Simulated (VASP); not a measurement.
CuI (zinc blende), at 1.04 of the tabulated volume:

```
CuI
1.0
    0.00000     3.06481     3.06481
    3.06481     0.00000     3.06481
    3.06481     3.06481     0.00000
Cu I
1 1
Direct
  0.00000   0.00000   0.00000
  0.25000   0.25000   0.25000
```

The lowest empty band near Γ, direction [100], from PBE with spin-orbit coupling in VASP (PAW); its two spin partners are averaged. The gap over the points computed is 0.91 eV, and the next band on that side lies 3.80 eV away at the edge.

Numerical set-up: 400 eV cut-off, 8×8×8 Γ-centred mesh, Gaussian smearing of 0.050 eV, potentials Cu I.

```tsv
distance from the edge in k (1/Å)	distance in energy (meV)
0.012	3.9
0.018	8.7
0.025	16.6
0.035	32.3
0.050	64.2
0.070	120.8
```

Question: Fit E(1 + αE) = ħ²k²/2m* (ħ²/2m0 = 3.810 eV Å²) and predict the row at 0.095 1/Å.

Answer: Least squares on the energies gives the electron mass m* = 0.141 m0 and α = 0.78 per eV, and so 209.2 meV. The run gave 209.3 meV, +0.1 meV from the fit.

Left out are points under 3 meV from the edge, since the levels carry 0.1 meV, and points farther than half the way to the next band.

The compound is CuI in the zinc blende structure. The cell was not relaxed at this level.
